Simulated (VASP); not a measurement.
Data:

```xyz
3
Lattice="4.5647 0.0000 0.0000 -2.2823 3.9531 0.0000 0.0000 0.0000 2.8245" Properties=species:S:1:pos:R:3 pbc="T T T"
Ti     0.0000     0.0000     0.0000
Ti     0.0000     2.6354     1.4123
Ti     2.2823     1.3177     1.4123
```

The numbers are results of r2SCAN meta-GGA, VASP's PBE PAW potentials (set 64) (plane waves; VASP), not measurements. Numerical set-up: 400 eV cut-off, 9×9×12 Γ-centred mesh, tetrahedra with Blöchl corrections, potentials Ti_sv.

### Question
Give the energies of bands 13 to 21 at the high-symmetry points, in eV from the Fermi level.

### Answer

```tsv
band	Γ	M	K	A	L	H
13	-6.52	-4.02	-3.74	-2.42	-2.68	-2.82
14	-2.06	-3.86	-3.38	-2.23	-2.27	-1.58
15	-0.82	-2.79	-3.38	-2.23	-1.84	-1.58
16	-0.82	-0.45	-0.30	-2.00	-1.31	-1.28
17	-0.79	-0.37	-0.30	-1.82	-0.87	-1.28
18	-0.79	-0.37	-0.12	-1.82	-0.78	-1.10
19	0.01	0.06	0.17	1.12	0.43	0.70
20	0.80	0.61	0.30	1.12	0.90	0.70
21	1.42	0.93	0.30	1.37	0.90	0.86
```

It has no gap at this level: it comes out as a metal or semimetal.

The structure comes from a computed database's Ti entry (P6/mmm); how it stands against other phases isn't given here. It was relaxed first.
